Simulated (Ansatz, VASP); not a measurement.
# Na (Na(111)): VASP beside Ansatz

Aim: how closely do two programs agree when they are given the same cell, functional and k mesh? Other levels of theory on this material are compared in a session of their own.

Main program and level: Ansatz 0.2.0; plane waves, with VASP 6.6.1 beside it; single point at r2SCAN.

### 1. The starting structure

The cell holds 11 atoms: 11 Na. Its edges and angles: a = 5.982 Å, b = 5.982 Å, c = 30.211 Å, α = 90.0°, β = 90.0°, γ = 60.0°. Vacuum lies along c.

Structure file:

```cif
data_structure
_symmetry_space_group_name_H-M 'P 1'
_symmetry_Int_Tables_number 1
_cell_length_a 5.9821
_cell_length_b 5.9821
_cell_length_c 30.2110
_cell_angle_alpha 90.000
_cell_angle_beta 90.000
_cell_angle_gamma 60.000
_cell_volume 936.28
loop_
_atom_site_label
_atom_site_type_symbol
_atom_site_fract_x
_atom_site_fract_y
_atom_site_fract_z
_atom_site_occupancy
Na1 Na 0.66667 0.66667 0.29791 1
Na2 Na 0.00000 0.00000 0.33832 1
Na3 Na 0.33333 0.33333 0.37874 1
Na4 Na 0.66667 0.66667 0.41916 1
Na5 Na 0.00000 0.00000 0.45958 1
Na6 Na 0.33333 0.33333 0.50000 1
Na7 Na 0.66667 0.66667 0.54042 1
Na8 Na 0.00000 0.00000 0.58084 1
Na9 Na 0.33333 0.33333 0.62126 1
Na10 Na 0.66667 0.66667 0.66168 1
Na11 Na 0.00000 0.00000 0.70209 1
```

### 2. VASP: single point, r2SCAN

With cell and atoms fixed, the geometry can't cause a difference; cores, projectors, grids and the points listed under the comparison can.

Lines of VASP's logs that name or quote its potential files are left out, and so is its time.

The input, INCAR:

```
SYSTEM = Na
PREC = Normal
ENCUT = 350
EDIFF = 1E-06
NELM = 120
ISMEAR = 1
SIGMA = 0.1
LREAL = .FALSE.
ALGO = Normal
METAGGA = R2SCAN
LASPH = .TRUE.
NBANDS = 16
LORBIT = 11
LWAVE = .FALSE.
LCHARG = .FALSE.
KPAR = 4
IDIPOL = 3
LDIPOL = .TRUE.
DIPOL = 0.5 0.5 0.5
LVHAR = .TRUE.
LVACPOTAV = .TRUE.
```

The input, POSCAR:

```
Na
1.0
    5.9821233688      0.0000000000      0.0000000000
    2.9910616844      5.1806708060      0.0000000000
    0.0000000000      0.0000000000     30.2109581934
Na
11
Direct
    0.6666666667      0.6666666667      0.2979051489
    0.0000000000      0.0000000000      0.3383241191
    0.3333333333      0.3333333333      0.3787430894
    0.6666666667      0.6666666667      0.4191620596
    0.0000000000      0.0000000000      0.4595810298
    0.3333333333      0.3333333333      0.5000000000
    0.6666666667      0.6666666667      0.5404189702
    0.0000000000      0.0000000000      0.5808379404
    0.3333333333      0.3333333333      0.6212569106
    0.6666666667      0.6666666667      0.6616758809
    0.0000000000      0.0000000000      0.7020948511
```

The input, KPOINTS:

```
Automatic mesh
0
Gamma
6 6 1
0 0 0
```

PAW data sets: Na (PBE family, release 64).

Started as:

```console
$ mpirun -np 4 vasp_std
```

Numbers of over 12 decimals in the logs are rounded to 6 here.

The program printed:

```text
[banner, memory and clock lines left out]
running    4 mpi-ranks, on    1 nodes
 distrk:  each k-point on    1 cores,    4 groups
 distr:  one band on    1 cores,    1 groups

 POSCAR found type information on POSCAR Na
 POSCAR found :  1 types and      11 ions
|                                                                             |
|               ----> ADVICE to this user running VASP <----                  |
|                                                                             |
|     You enforced a specific xc type in the INCAR file but a different       |
|     [... a line on the potential file left out ...]
|     I HOPE YOU KNOW WHAT YOU ARE DOING!                                     |
|                                                                             |

 LDA part: xc-table for (None), standard interpolation
 POSCAR, INCAR and KPOINTS ok, starting setup
 FFT: planning ... GRIDC
 FFT: planning ... GRID_SOFT
 FFT: planning ... GRID
 WAVECAR not read
 entering main loop
       N       E                     dE             d eps       ncg     rms          rms(c)
DAV:   1    -0.254498312782E+02   -0.25450E+02   -0.15270E+03   224   0.260E+02
DAV:   2    -0.378913108717E+02   -0.12441E+02   -0.11454E+02   328   0.387E+01
DAV:   3    -0.385190474278E+02   -0.62774E+00   -0.61857E+00   304   0.996E+00
DAV:   4    -0.385468566009E+02   -0.27809E-01   -0.27800E-01   376   0.205E+00
DAV:   5    -0.385479945631E+02   -0.11380E-02   -0.11380E-02   368   0.474E-01    0.132E+00
DAV:   6    -0.379368291091E+02    0.61117E+00   -0.10068E+00   288   0.309E+00    0.732E-01
DAV:   7    -0.378752120200E+02    0.61617E-01   -0.19369E-01   248   0.180E+00    0.533E-01
DAV:   8    -0.378246647127E+02    0.50547E-01   -0.19228E-01   304   0.117E+00    0.143E-01
DAV:   9    -0.378300277825E+02   -0.53631E-02   -0.42739E-02   240   0.740E-01    0.111E-01
DAV:  10    -0.378325056418E+02   -0.24779E-02   -0.13659E-02   256   0.372E-01    0.450E-02
DAV:  11    -0.378320297012E+02    0.47594E-03   -0.23136E-03   264   0.180E-01    0.331E-02
DAV:  12    -0.378349732609E+02   -0.29436E-02   -0.47049E-03   232   0.167E-01    0.260E-02
DAV:  13    -0.378349548509E+02    0.18410E-04   -0.51625E-04   232   0.820E-02    0.136E-02
DAV:  14    -0.378358981573E+02   -0.94331E-03   -0.46946E-04   264   0.620E-02    0.635E-03
DAV:  15    -0.378361633995E+02   -0.26524E-03   -0.12979E-04   296   0.314E-02    0.430E-03
DAV:  16    -0.378362874071E+02   -0.12401E-03   -0.65465E-05   264   0.215E-02    0.232E-03
DAV:  17    -0.378362909113E+02   -0.35043E-05   -0.56146E-06   288   0.931E-03    0.114E-03
DAV:  18    -0.378363178503E+02   -0.26939E-04   -0.87893E-06   256   0.101E-02    0.876E-04
DAV:  19    -0.378363260443E+02   -0.81940E-05   -0.17399E-06   280   0.556E-03    0.674E-04
DAV:  20    -0.378363338965E+02   -0.78522E-05   -0.85622E-07   240   0.427E-03    0.182E-04
DAV:  21    -0.378363361790E+02   -0.22824E-05   -0.34221E-07   264   0.351E-03    0.255E-04
DAV:  22    -0.378363370092E+02   -0.83025E-06   -0.22614E-07   232   0.273E-03
|                                                                             |
|           W    W    AA    RRRRR   N    N  II  N    N   GGGG   !!!           |
|           W    W   A  A   R    R  NN   N  II  NN   N  G    G  !!!           |
|           W    W  A    A  R    R  N N  N  II  N N  N  G       !!!           |
|           W WW W  AAAAAA  RRRRR   N  N N  II  N  N N  G  GGG   !            |
|           WW  WW  A    A  R   R   N   NN  II  N   NN  G    G                |
|           W    W  A    A  R    R  N    N  II  N    N   GGGG   !!!           |
|                                                                             |
|     Did not find any points to average over, which means that no vacuum     |
|     field-free region was found. Please increase the size of  your cell     |
|     in the dimension of the dipole correction to obtain accurate            |
|     workfunction values.                                                    |
|                                                                             |

   1 F= -.37836337E+02 E0= -.37837476E+02  d E =0.341811E-02
```

OUTCAR, selected parts (step 2):

```text
ion  position               nearest neighbor table
   1  0.667  0.667  0.298-   2 3.66   2 3.66   2 3.66   4 3.66
   2  0.000  0.000  0.338-   1 3.66   1 3.66   1 3.66   3 3.66   3 3.66   3 3.66   5 3.66
   3  0.333  0.333  0.379-   6 3.66   4 3.66   4 3.66   4 3.66   2 3.66   2 3.66   2 3.66
   4  0.667  0.667  0.419-   7 3.66   5 3.66   3 3.66   3 3.66   5 3.66   5 3.66   3 3.66   1 3.66

  LATTYP: Found a hexagonal cell.
 ALAT       =     5.9821233688
 C/A-ratio  =     5.0502064786

 Subroutine GETGRP returns: Found 12 space group operations
 (whereof  6 operations were pure point group operations)

The static configuration has the point symmetry C_3v.
 The point group associated with its full space group is D_3d.

 Found      7 irreducible k-points:

   k-points           NKPTS =      7   k-points in BZ     NKDIM =      7   number of bands    NBANDS=     16

   dimension x,y,z NGX =    28 NGY =   28 NGZ =  140
   dimension x,y,z NGXF=    56 NGYF=   56 NGZF=  280

   ENCUT  =  350.0 eV  25.72 Ry    5.07 a.u.   9.13  9.13 46.08*2*pi/ulx,y,z

   NELECT =      11.0000    total number of electrons

 k-points in reciprocal lattice and weights: Automatic mesh
   0.00000000  0.00000000  0.00000000       0.028
   0.16666667  0.00000000  0.00000000       0.167
   0.33333333 -0.00000000  0.00000000       0.167
   0.50000000  0.00000000  0.00000000       0.083
   0.33333333  0.16666667  0.00000000       0.167
   0.50000000  0.16666667  0.00000000       0.333
  -0.33333333  0.33333333  0.00000000       0.056

 dipolmoment           0.000000      0.000000     -0.000000 electrons x Angstroem

 average (electrostatic) potential at core
       1 -50.0703       2 -49.6149       3 -49.5084       4 -49.4054       5 -49.4117
       6 -49.4228       7 -49.4118       8 -49.4053       9 -49.5084      10 -49.6150
      11 -50.0703

 E-fermi :  -1.0289

 k-point     1 :       0.0000    0.0000    0.0000
  band No.  band energies     occupation
      1      -4.3885      2.00000
      2      -3.8971      2.00000
      3      -3.1044      2.00000
      4      -2.1110      2.00000
      5      -1.0493      1.33747
      6       0.0097     -0.00000
      7       0.9452     -0.00000
      8       1.1440      0.00000
      9       1.1440      0.00000
     10       1.1888      0.00000
    ...

 k-point     2 :       0.1667    0.0000    0.0000
  band No.  band energies     occupation
      1      -4.2183      2.00000
      2      -3.7277      2.00000
      3      -2.9361      2.00000
      4      -1.9445      2.00000
      5      -0.8867     -0.06185
      6      -0.2807     -0.00000
      7       0.1262     -0.00000
      8       0.2234     -0.00000
      9       0.3865     -0.00000
    ...

 k-point     3 :       0.3333   -0.0000    0.0000
  band No.  band energies     occupation
    ...
      2      -3.2221      2.00000
      3      -2.4355      2.00000
      4      -1.7150      2.00000
      5      -1.4568      2.00000
      6      -1.2234      2.01902
      7      -0.4596     -0.00000
      8      -0.3948     -0.00000
      9      -0.0811     -0.00000
     10       0.3820     -0.00000
     11       0.4321     -0.00000
    ...

  Total       -0.7888497     -0.7888497     -1.1795001      0.0000000      0.0000000      0.0000000
  in kB       -1.3498919     -1.3498919     -2.0183789      0.0000000      0.0000000      0.0000000
  external PRESSURE =      -1.5727209 kB  Pullay stress =       0.0000000 kB

  energy-cutoff  :      350.00
  volume of cell :      936.28
      direct lattice vectors                 reciprocal lattice vectors
     5.982123369  0.000000000  0.000000000     0.167164724 -0.096512598  0.000000000
     2.991061684  5.180670806  0.000000000     0.000000000  0.193025196  0.000000000
     0.000000000  0.000000000 30.210958193     0.000000000  0.000000000  0.033100572

 POSITION                                       TOTAL-FORCE (eV/Angst)
 -----------------------------------------------------------------------------------
      5.98212      3.45378      9.00000        -0.000000      0.000000      0.084312
      0.00000      0.00000     10.22110         0.000000      0.000000      0.084001
      2.99106      1.72689     11.44219         0.000000      0.000000     -0.069947
      5.98212      3.45378     12.66329         0.000000      0.000000     -0.036244
      0.00000      0.00000     13.88438        -0.000000      0.000000      0.001348
      2.99106      1.72689     15.10548        -0.000000      0.000000     -0.000000
      5.98212      3.45378     16.32657         0.000000      0.000000     -0.001348
      0.00000      0.00000     17.54767        -0.000000     -0.000000      0.036244
      2.99106      1.72689     18.76877        -0.000000     -0.000000      0.069947
      5.98212      3.45378     19.98986        -0.000000     -0.000000     -0.084001
      0.00000      0.00000     21.21096         0.000000      0.000000     -0.084312
 -----------------------------------------------------------------------------------
    total drift:                                0.000008      0.000005     -0.000443

  FREE ENERGIE OF THE ION-ELECTRON SYSTEM (eV)
  ---------------------------------------------------
  free  energy   TOTEN  =       -37.8363370092 eV

  energy  without entropy=      -37.8397551218  energy(sigma->0) =      -37.83747638

 vacuum level on the upper side and lower side of the slab         1.409         1.409

 total charge
# of ion       s       p       d       tot
------------------------------------------
    1        0.083   0.012   0.000   0.095
    2        0.085   0.019   0.000   0.105
    3        0.076   0.022   0.000   0.098
    4        0.078   0.024   0.000   0.102
    5        0.080   0.024   0.000   0.103
    6        0.077   0.025   0.000   0.102
    7        0.080   0.024   0.000   0.103
    8        0.078   0.024   0.000   0.102
    9        0.076   0.022   0.000   0.098
   10        0.085   0.019   0.000   0.105
   11        0.083   0.012   0.000   0.095
--------------------------------------------------
tot          0.881   0.227   0.000   1.108

[... 3 further parts left out ...]
```

(Continued in part 2 of 2.)

[Lines on the potential files, build, host, timing and source positions are cut from VASP's logs without a mark.]

[Logs are printed without paths, hosts, clocks, repeated set-up lines and the standing remarks that a program may print on its own settings, such as how far it seeks lower states.]

[Hosts, paths, dates, database ids (printed as entryN), source tags and the programs' standing remarks are cut or masked in the printed files.]
